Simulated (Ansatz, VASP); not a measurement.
**BiIr in VASP and in Ansatz**

POSCAR

```
BiIr
1.0
    0.0000000000      3.0581574122      3.0581574122
    3.0581574122      0.0000000000      3.0581574122
    3.0581574122      3.0581574122      0.0000000000
Ir Bi
1 1
Direct
    0.0000000000      0.0000000000      0.0000000000
    0.2500000000      0.2500000000      0.2500000000
```

File INCAR.step1:

```
ALGO = Normal
EDIFF = 1E-4
ENCUT = 520
GGA = PE
ISMEAR = 0
LASPH = True
LCHARG = False
LREAL = False
LWAVE = True
NBANDS = 19
NELM = 100
PREC = Accurate
SIGMA = 0.05
```

INCAR.step2

```
ALGO = Normal
EDIFF = 1E-6
ENCUT = 520
ISIF = 2
ISMEAR = 0
ISTART = 1
LASPH = True
LCHARG = True
LELF = True
LMIXTAU = True
LREAL = False
LVHAR = True
LWAVE = False
METAGGA = R2SCAN
NBANDS = 19
NELM = 100
PREC = Accurate
SIGMA = 0.05
```

KPOINTS

```
k-points
0
Gamma
  10 10 10
```

Input for Ansatz:

```yaml
crystal:
  lattice:
    - [0.0, 3.0581574122, 3.0581574122]
    - [3.0581574122, 0.0, 3.0581574122]
    - [3.0581574122, 3.0581574122, 0.0]
  atoms:
    - { symbol: Ir, position: [0.0, 0.0, 0.0] }
    - { symbol: Bi, position: [0.25, 0.25, 0.25] }
basis:
  ecutwfc: 500
  ecutrho_ratio: 4
kpoints:
  mp_grid: { grid: [10, 10, 10] }
hamiltonian:
  xc: r2scan
scf:
  occupations: { method: gaussian, width: 0.05 }
output:
  forces: true
  stress: true
  eigenvalues: true
```

Alike in both runs: task single point; functional r2SCAN; k mesh 10 × 10 × 10; occupations gaussian, width 0.05 eV; no spin polarisation.

```csv
,VASP,Ansatz
version,VASP 6.6.1,Ansatz 0.2.0
potentials or method,"VASP PAW PBE potentials, release 64 (Ir, Bi_d)","scalar-relativistic, plane waves, PAW"
plane-wave cutoff (eV),520,500
valence electrons in the cell,24,32
```

```csv
,VASP,Ansatz,Ansatz less VASP
gap on the k mesh at the Fermi level (eV),none,none,-
pressure (GPa),-1.5,-1.8,-0.32
```

A gap of «none» marks a metal or a gap that the smearing closes. The two sets of potentials don't hold the same shells in valence.

Caveats: the PAW data sets were made with another functional, which shifts forces and pressure a little (VASP); spin-orbit coupling is left out, which moves the levels of the heavy elements.
